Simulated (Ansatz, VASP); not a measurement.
# Cross-check of InGaSbAs (GaSb/InAs (110)) between VASP and Ansatz, part 2 of 2

Wanted: the spread between two codes on one cell, functional and k mesh. The structure shown is the end of the VASP relaxation below.

VASP 6.6.1 and Ansatz 0.2.0.

So far: Starting point; VASP: relaxation, LDA.

## Step 3: Ansatz: single point, LDA

Level of this step: Ansatz beside VASP: Kohn-Sham DFT, plane waves, LDA (Ansatz).

Ansatz runs on its default PAW (the set named soft_2) files.

The same cell, functional (in two slightly different forms), mesh and smearing now go to Ansatz, which takes its cutoff from its data sets.

File input.yaml:

```yaml
crystal:
  lattice:
    - [4.28680714, 0.0, 0.0]
    - [0.0, 6.02722001, 0.0]
    - [0.0, 0.0, 25.67251216]
  atoms:
    - { symbol: Ga, position: [0.0, 0.98453594, 0.99748691] }
    - { symbol: Ga, position: [0.5, 0.48562342, 0.08481432] }
    - { symbol: Ga, position: [0.0, 0.98695631, 0.16542393] }
    - { symbol: Ga, position: [0.5, 0.48695631, 0.25202715] }
    - { symbol: Ga, position: [0.0, 0.98562342, 0.33263676] }
    - { symbol: Ga, position: [0.5, 0.48453594, 0.41996417] }
    - { symbol: Sb, position: [0.5, 0.23511476, 0.00156354] }
    - { symbol: Sb, position: [0.0, 0.73700536, 0.08186815] }
    - { symbol: Sb, position: [0.5, 0.23803847, 0.1684481] }
    - { symbol: Sb, position: [0.0, 0.73803847, 0.24900298] }
    - { symbol: Sb, position: [0.5, 0.23700536, 0.33558293] }
    - { symbol: Sb, position: [0.0, 0.73511476, 0.41588754] }
    - { symbol: In, position: [0.0, 0.01488175, 0.5023812] }
    - { symbol: In, position: [0.5, 0.51513853, 0.58319207] }
    - { symbol: In, position: [0.0, 0.01270075, 0.66858776] }
    - { symbol: In, position: [0.5, 0.51270075, 0.74886332] }
    - { symbol: In, position: [0.0, 0.01513853, 0.83425901] }
    - { symbol: In, position: [0.5, 0.51488175, 0.91506988] }
    - { symbol: As, position: [0.5, 0.26499605, 0.4997061] }
    - { symbol: As, position: [0.0, 0.76373536, 0.58523765] }
    - { symbol: As, position: [0.5, 0.26127328, 0.66605608] }
    - { symbol: As, position: [0.0, 0.76127328, 0.751395] }
    - { symbol: As, position: [0.5, 0.26373536, 0.83221343] }
    - { symbol: As, position: [0.0, 0.76499605, 0.91774498] }
hamiltonian:
  xc: lda
  pseudopotentials: { kind: paw }
kpoints:
  mp_grid: { grid: [5, 4, 1] }
scf:
  occupations: { method: gaussian, width: 0.05 }
  n_extra_bands: 10
output:
  forces: true
  eigenvalues: true
```

The run is started by

```bash
ansatz run input.yaml --threads 8 --pin off --max-ram 18432MiB --backend cpu --events-out ev --progress --plain --runs-dir out
```

Numbers of over 12 decimals in the logs are rounded to 6 here.

Output:

```text
scf.n_extra_bands = 10 over 168 filled bands (N_el = 336.0): the run solves 178 bands
Engine: ansatz 0.2.0, aarch64-unknown-linux-gnu
Pseudopotentials: kind: paw
Pseudopotential: Ga, paw, valence charge 13, recommended cutoff 420 eV (normal), Ga.paw.azcp
Pseudopotential: Sb, paw, valence charge 15, recommended cutoff 420 eV (normal), Sb.paw.azcp
Pseudopotential: In, paw, valence charge 13, recommended cutoff 420 eV (normal), In.paw.azcp
Pseudopotential: As, paw, valence charge 15, recommended cutoff 420 eV (normal), As.paw.azcp
Functional definition: SPW92
  exchange = slater_x
  correlation = pw_c
Crystal: 24 atoms, lattice volume = 663.314 Å³
Basis set: ecut = 420 eV, 12995 PW (Γ)
Bands: 178, of which v1, the nominal top of the filled ones, is band 168 counted from 1 (167 counted from 0)
Symmetry: 4 space group operations
Space group: Pmn21 (ITA 31), of the structure as read, at distance tolerance 8.7e-5 Å
k-points: 9 of 20 (time reversal used)
Non-local potential: Ga, projectors of the file, l = 0: 2, l = 1: 2, l = 2: 3, l = 3: 1
Non-local potential: Sb, projectors of the file, l = 0: 2, l = 1: 2, l = 2: 2, l = 3: 2
Non-local potential: In, projectors of the file, l = 0: 2, l = 1: 2, l = 2: 2, l = 3: 2
Non-local potential: As, projectors of the file, l = 0: 2, l = 1: 2, l = 2: 3, l = 3: 1
PAW form: soft (Blöchl's): semilocal exchange-correlation on the pseudo side does not see the compensation charge
PAW frozen core: Ga, regenerated for the run's functional, and the local potential with it (the file was generated under x = pbe(κ = 0.804, μ = 0.219515), c = pbe(β = 0.066725))
PAW frozen core: Sb, regenerated for the run's functional, and the local potential with it (the file was generated under x = pbe(κ = 0.804, μ = 0.219515), c = pbe(β = 0.066725))
PAW frozen core: In, regenerated for the run's functional, and the local potential with it (the file was generated under x = pbe(κ = 0.804, μ = 0.219515), c = pbe(β = 0.066725))
PAW frozen core: As, regenerated for the run's functional, and the local potential with it (the file was generated under x = pbe(κ = 0.804, μ = 0.219515), c = pbe(β = 0.066725))
PAW one-centre angular grid: Ga, 590 points (default); XC on 64 Gauss nodes
PAW one-centre angular grid: Sb, 590 points (default); XC on 64 Gauss nodes
PAW one-centre angular grid: In, 590 points (default); XC on 64 Gauss nodes
PAW one-centre angular grid: As, 590 points (default); XC on 64 Gauss nodes
Initial density: superposition of atomic densities (neutral atoms: chi_scale 0, normalization atom), corrected by the library's trained network
Initial wavefunctions: pseudopotential atomic-orbital guess
Functional: x = slater, c = lda
SCF iter   1: F=—  HF=-121645.705657 eV  |F-HF|=—  |Δ(HF+E_count)|=         —  Δρ=6.63e-3  dr2=2.04e-1  ethr=1.77e-3  ⟨swp⟩=5.9  Hψ=6825  notcnv=0
preconditioner: auto → LDOS  [insulator: Δε(μ)=0.048 eV  Ē_g=12.208 eV  σ=0.050 eV  W_gap=0.50  n_scr=156 (ndim 8)  ℏωp=21.2 eV  f_vac=0.092  D(μ)=1.86/eV (n_scr^D=4)  ε∞_Penn≈4.0  β→1.0]
SCF iter   2: F=—  HF=-121645.684981 eV  |F-HF|=—  |Δ(HF+E_count)|=   2.07e-2  Δρ=3.50e-3  dr2=9.58e-2  ethr=6.06e-5  ⟨swp⟩=2.1  Hψ=3591  notcnv=0  defer=30
SCF iter   3: F=—  HF=-121645.642986 eV  |F-HF|=—  |Δ(HF+E_count)|=   4.20e-2  Δρ=6.25e-4  dr2=7.25e-3  ethr=2.85e-5  ⟨swp⟩=2.0  Hψ=3144  notcnv=0  defer=30
SCF iter   4: F=—  HF=-121645.641403 eV  |F-HF|=—  |Δ(HF+E_count)|=   1.58e-3  Δρ=2.54e-4  dr2=2.43e-3  ethr=2.16e-6  ⟨swp⟩=2.0  Hψ=3085  notcnv=0  defer=30
SCF iter   5: F=—  HF=-121645.641005 eV  |F-HF|=—  |Δ(HF+E_count)|=   3.98e-4  Δρ=6.04e-5  dr2=4.75e-5  ethr=7.25e-7  ⟨swp⟩=2.0  Hψ=1869  notcnv=0  defer=30
SCF iter   6: F=—  HF=-121645.640920 eV  |F-HF|=—  |Δ(HF+E_count)|=   8.56e-5  Δρ=1.56e-5  dr2=5.41e-6  ethr=1.41e-8  ⟨swp⟩=2.0  Hψ=3115  notcnv=0  defer=30
SCF iter   7: F=—  HF=-121645.640919 eV  |F-HF|=—  |Δ(HF+E_count)|=   7.37e-7  Δρ=6.47e-6  dr2=4.77e-7  ethr=1.61e-9  ⟨swp⟩=2.6  Hψ=3001  notcnv=0  defer=30
SCF iter   8: F=-121645.640919 eV  HF=-121645.640919 eV  |F-HF|=4.37e-8  |Δ(HF+E_count)|=   4.08e-8  Δρ=2.40e-6  dr2=6.20e-8  ethr=2.98e-11  ⟨swp⟩=9.7  Hψ=6977  notcnv=0
SCF 1 converged in 8 iterations: F = -121645.640919 eV  dr2 = 6.20e-8
  greatest PAW one-centre occupation: 0.999 electrons in one spin orbital (limit 2), on the As atom at site 23 (counted from 0), in its partial waves of l = 2
SCF converged after 8 iterations
Free energy (F): -121645.640919 eV
Harris-Foulkes:  -121645.640919 eV  (|F-HF|=4.37e-8)
Internal energy: -121645.639208 eV  (E = F + TS)
E sigma→0 (E₀):  -121645.640063 eV
Entropy (-TS):   -0.001711 eV (-0.071 meV/atom)
Fermi energy:    7.778640 eV
--- Per-component energies (eV) ---
  E_band       = -3490.469172
  E_kinetic    = 4043.397355
  E_local      = -43016.415415  (includes V_loc(G=0)·N_el)
  E_nonlocal   = 2989.453365
  E_hartree    = 20220.609518
  E_xc         = -2997.039539
  E_vxc        = -2022.513122  (∫ρ·V_xc dr)
  E_paw        = -72657.721872  (= ΣΔE_a)
  E_vpaw       = -5925.620673  (= ΣTr[D̂ρ^β])
  E_aug_tail   = -0.000540  (compensation charges beyond the density's cutoff)
  E_ewald      = -30255.804501
  E_core_change = 27.882419  (= ΣΔE_core)
  E_smearing   = -0.001711  (= −TS)
  E_closure    = 0.000000  (closes the sum)
  Σ components = -121645.640919   (vs F -121645.640919, Δ=0.00e0)
--- Forces (eV/Å), atoms counted from 1 ---
  atom   1  Ga    -0.00000000     0.00101773    -0.00233704
  atom   2  Ga     0.00000000    -0.00222788    -0.00276807
  atom   3  Ga     0.00000000    -0.00248736    -0.00953510
  atom   4  Ga     0.00000000    -0.00248736     0.00953510
  atom   5  Ga     0.00000000    -0.00222788     0.00276807
  atom   6  Ga    -0.00000000     0.00101773     0.00233704
  atom   7  Sb     0.00000000    -0.03440331    -0.03385160
  atom   8  Sb     0.00000000    -0.02783732    -0.00201633
  atom   9  Sb    -0.00000000    -0.01653938    -0.04236555
  atom  10  Sb    -0.00000000    -0.01653938     0.04236555
  atom  11  Sb     0.00000000    -0.02783732     0.00201633
  atom  12  Sb     0.00000000    -0.03440331     0.03385160
  atom  13  In     0.00000000     0.00263091    -0.01040749
  atom  14  In     0.00000000     0.00370190     0.00126766
  atom  15  In     0.00000000     0.00181801    -0.01519682
  atom  16  In     0.00000000     0.00181801     0.01519682
  atom  17  In     0.00000000     0.00370190    -0.00126766
  atom  18  In     0.00000000     0.00263091     0.01040749
  atom  19  As     0.00000000     0.02321007    -0.01202728
  atom  20  As     0.00000000     0.02060617    -0.00860911
  atom  21  As     0.00000000     0.03050827     0.00071213
  atom  22  As     0.00000000     0.03050827    -0.00071213
  atom  23  As     0.00000000     0.02060617     0.00860911
  atom  24  As     0.00000000     0.02321007     0.01202728
  max |Σ_I F_I| component: 4.40e-6 eV/Å
--- Band table (eV; the first three rows and the last of 9) ---
  k-point 0: bands = [... 164 lower, 7.4862, 7.6421, 7.6732, 7.7428, 7.8143, 8.8260, 8.9409, 8.9888, ... 6 higher]
  k-point 1: bands = [... 164 lower, 7.1557, 7.1634, 7.2029, 7.2823, 8.6442, 8.6625, 8.8018, 8.8178, ... 6 higher]
  k-point 2: bands = [... 164 lower, 6.6366, 6.6366, 6.6588, 6.6588, 8.2389, 8.2389, 8.9188, 8.9188, ... 6 higher]
  k-point 8: bands = [... 164 lower, 6.4834, 6.4834, 6.5982, 6.5982, 8.5639, 8.5639, 9.5622, 9.5622, ... 6 higher]
```

The job ended after 37 s (8 threads of Arm Neoverse N1, shared host; peak memory 4.4 GiB).

## Step 4: Side by side

Known differences besides the potentials themselves: the two LDA forms differ slightly; the data sets hold 336 valence electrons in Ansatz (default PAW (the set named soft_2) files) and 216 in VASP; the cutoff is 420 eV in Ansatz and 420 eV in VASP (PREC = Normal, projectors in real space); VASP's log shows a relativistic correction to its local exchange, Ansatz's none. Total energies have different zeros and are not compared.

At this near-relaxed geometry the largest component of a force difference is 49 meV/Å. VASP's last cycles still show a density residual of 3e-02, so its state may not be settled.

## Step 5: Other set-ups

Further runs change the set-up of one program: Ansatz's method, potentials or start, or VASP's data sets, cutoff or form of LDA. The table gives Ansatz less VASP for each quantity, since a change that brings one quantity closer may part another.

| run | r.m.s. force difference (meV/Å) |
| --- | --- |
| as above | 14 |
| cores kept as stored | 14 |
| norm-conserving potentials (cutoff 1143 eV) | 14 |

## Step 6: What came out

| Property | Result |
| --- | --- |
| r.m.s. force difference (single point, LDA) | 14 meV/Å |

**Reading.** The r.m.s. force difference is 14 meV/Å (single point, LDA), beyond the 12 meV/Å picked in this series as the mark of a large difference. For single point, LDA, no further run moves any of the tabulated differences by more than a quarter of its size. 1 further run of this series is not shown here. Such differences can come from data sets, numerical settings and the points named under the comparisons, not from the functional's error against experiment.

[Lines on the potential files, build, host, timing and source positions are cut from VASP's logs without a mark.]

[Logs are printed without paths, hosts, clocks, repeated set-up lines and the standing remarks that a program may print on its own settings, such as how far it seeks lower states.]

[Hosts, paths, dates, database ids (printed as entryN), source tags and the programs' standing remarks are cut or masked in the printed files.]
